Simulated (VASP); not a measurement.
```yaml
crystal:
  lattice:
    - [4.18725, 0.00000, 0.00000]
    - [-2.09363, 3.62627, 0.00000]
    - [0.00000, 0.00000, 4.81298]
  atoms:
    - { symbol: Ti, position: [0.33333, 0.66667, 0.93749] }
    - { symbol: Ti, position: [0.66667, 0.33333, 0.43749] }
    - { symbol: P, position: [0.33333, 0.66667, 0.43751] }
    - { symbol: P, position: [0.66667, 0.33333, 0.93751] }
```

These are PBEsol GGA, VASP's PBE PAW potentials (set 64) (plane waves; VASP 6.6.1) values and carry that method's errors. Run with 400 eV cut-off, 10×10×7 Γ-centred mesh, tetrahedra with Blöchl corrections, potentials Ti_sv P.

The cores are frozen, which limits the accuracy of field gradients.

Task: Give the principal components of the electric field gradient (V/Å²) and the asymmetry η at each nucleus.

Result: 
```tsv
atom	Vxx	Vyy	Vzz	η
Ti1	15.9	15.9	-31.7	0.00
Ti2	15.9	15.9	-31.7	0.00
P3	-2.1	-2.0	4.1	0.00
P4	-2.1	-2.0	4.1	0.00
```

The structure was generated: TiP was put into the wurtzite type (P6_3mc), which need not be its known phase. It was relaxed first, which changed the volume by -38 %. The relaxed cell has space group P6_3/mmc.
